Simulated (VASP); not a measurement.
**YSi (relaxed from the rocksalt structure, space group Fm-3m): computed properties**

The numbers are results of PBEsol GGA, VASP's PBE PAW potentials (set 64) (plane waves; VASP), not measurements.

```json
{
  "space_group": "Fm-3m (225)",
  "cell": "a = b = c = 5.743 Å, α = β = γ = 90.00°",
  "volume_per_atom": "23.68 Å³/atom",
  "band gap (over mesh and band path)": "none (metal, semimetal or under 0.01 eV)",
  "density": "4.10 g/cm³"
}
```

```cif
data_SiY
_chemical_formula_sum 'Si1 Y1'
_space_group_name_H-M_alt 'P 1'
_space_group_IT_number 1
_cell_length_a 4.06080
_cell_length_b 4.06080
_cell_length_c 4.06080
_cell_angle_alpha 60.000
_cell_angle_beta 60.000
_cell_angle_gamma 60.000
loop_
_space_group_symop_operation_xyz
  'x, y, z'
loop_
_atom_site_label
_atom_site_type_symbol
_atom_site_fract_x
_atom_site_fract_y
_atom_site_fract_z
_atom_site_occupancy
Si1 Si 0.00000 0.00000 0.00000 1
Y1 Y 0.50000 0.50000 0.50000 1
```

The structure was generated: YSi was put into the rocksalt type (Fm-3m), which need not be its known phase. It was relaxed first, which changed the volume by -15 %. Symmetry was kept, so distortions that lower it aren't found. The electron count is odd and the run is not spin-polarised, which forces a metal.
